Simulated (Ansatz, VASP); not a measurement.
# TaSiO4: VASP beside Ansatz

```
Ta Si O
1.0
     5.42474    0.00000    0.00000
     0.00000    5.42474    0.00000
     0.00000    0.00000    3.02531
Ta Si O
1 1 4
Direct
  0.00000 0.00000 0.50000
  0.50000 0.50000 0.00000
  0.65112 0.00000 0.50000
  0.34888 0.00000 0.50000
  0.00000 0.65112 0.50000
  0.00000 0.34888 0.50000
```

Alike in both runs: functional PBE; k mesh 4 × 4 × 6; occupations gaussian, width 0.1 eV; no spin polarisation.

Ansatz relaxed the structure, and its values are those at the end. VASP's run is a single point on that final structure, the one shown.

|  | VASP | Ansatz |
| --- | --- | --- |
| version | VASP 6.6.1 | Ansatz 0.2.0 |
| potentials or method | VASP PAW PBE potentials, release 64 (Ta_pv, Si, O) | scalar-relativistic, plane waves, PAW |
| plane-wave cutoff (eV) | 520 | 420 |
| valence electrons in the cell | 39 | 41 |

|  | VASP | Ansatz | Ansatz less VASP |
| --- | --- | --- | --- |
| gap on the k mesh at the Fermi level (eV) | none | none | - |
| pressure (GPa) | 0.6 | 0.2 | -0.37 |
| rms of the force components (eV/Å) | 0.076 | 0.001 | -0.0757 |

A gap of «none» marks a metal or a gap that the smearing closes. The two sets of potentials don't hold the same shells in valence.

Caveats: an odd number of electrons without spin polarisation forces a metal; a magnetic or distorted state may lie lower. Spin-orbit coupling is left out, which matters for the levels of Ta.
